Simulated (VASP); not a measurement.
The system is MgS (Niningerite).

```
CELL_PARAMETERS angstrom
0.00000 2.60165 2.60165
2.60165 0.00000 2.60165
2.60165 2.60165 0.00000
ATOMIC_POSITIONS crystal
S 0.50000 0.50000 0.50000
Mg 0.00000 0.00000 0.00000
```

Program: VASP 6.6.1. Alike in all runs: no spin polarisation; cell as given; cutoff (eV) 520; smearing gaussian 0.02 eV.

Order these runs on this cell by their band gap on the k mesh, lowest first.
A. level r2SCAN; potentials or basis VASP PAW PBE potentials, release 64 (S, Mg); k mesh 8 × 8 × 8; mesh quality not flagged
B. level PBE; potentials or basis VASP PAW PBE potentials, release 64 (S, Mg); k mesh 8 × 8 × 8; mesh quality not flagged
C. level LDA; potentials or basis VASP PAW LDA potentials, release 64 (S, Mg); k mesh 8 × 8 × 8; mesh quality not flagged
D. level TB-mBJ; potentials or basis VASP PAW PBE potentials, release 64 (S, Mg); k mesh 8 × 8 × 8; mesh quality not flagged
E. level PBE; potentials or basis VASP PAW PBE potentials, release 64 (S, Mg); k mesh 3 × 3 × 3; mesh quality coarse

C (2.56 eV), B (2.78 eV), A (3.43 eV), E (3.67 eV), D (4.00 eV).

Caveats: some runs use coarse meshes; an odd mesh through Γ misses points on the zone boundary, where band edges often lie (some runs).

Not every run made on this cell is shown here.
